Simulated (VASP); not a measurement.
```
CELL_PARAMETERS angstrom
      4.86916     0.00000     0.00000
     -2.43458     4.21681     0.00000
      0.00000     0.00000     7.58688
ATOMIC_POSITIONS crystal
  Er 0.33333 0.66667 0.24670
  Er 0.66667 0.33333 0.75330
  Te 0.00000 0.00000 0.00000
  Te 0.33333 0.66667 0.64700
  Te 0.66667 0.33333 0.35300
```

The base run (VASP): PBE GGA, plane waves, VASP's PBE PAW potentials (set 64). Numerical set-up: 400 eV cut-off, 5×5×3 Γ-centred mesh, Gaussian smearing of 0.050 eV, potentials Er_3 Te.

The 4f electrons are frozen in the core of the lanthanide potential, so 4f levels, which can set the real gap, and their magnetism are missing.

The base run took about 60 core-seconds. Costs are core time on shared hosts, one run each; read them as rough ratios.

Pressures at a finite cut-off, here 400 eV, hold a Pulay part, which wasn't tested here.

```json
[
 {"setting": "IVDW = 13", "cost over the base run": "within a factor of 2", "electronic steps": "15", "pressure (GPa)": "2.10"},
 {"setting": "IVDW = 11", "cost over the base run": "within a factor of 2", "electronic steps": "15", "pressure (GPa)": "2.64"},
 {"setting": "base run", "cost over the base run": "reference", "electronic steps": "15", "pressure (GPa)": "4.05"},
 {"setting": "IVDW = 12", "cost over the base run": "within a factor of 2", "electronic steps": "15", "pressure (GPa)": "1.85"},
 {"setting": "GGA = RE", "cost over the base run": "within a factor of 2", "electronic steps": "15", "pressure (GPa)": "5.32"},
 {"setting": "GGA removed, LMIXTAU = .TRUE., METAGGA = R2SCAN", "cost over the base run": "about 4 times", "electronic steps": "19", "pressure (GPa)": "3.63"},
 {"setting": "GGA removed, LMIXTAU = .TRUE., METAGGA = SCAN", "cost over the base run": "about 6 times", "electronic steps": "20", "pressure (GPa)": "2.73"}
]
```

Left out are runs that failed, have no time on record or changed the cell.

The structure was generated: Er2Te3 was put into the A-La2O3 type (P-3m1), which need not be its known phase. The cell was not relaxed at this level.
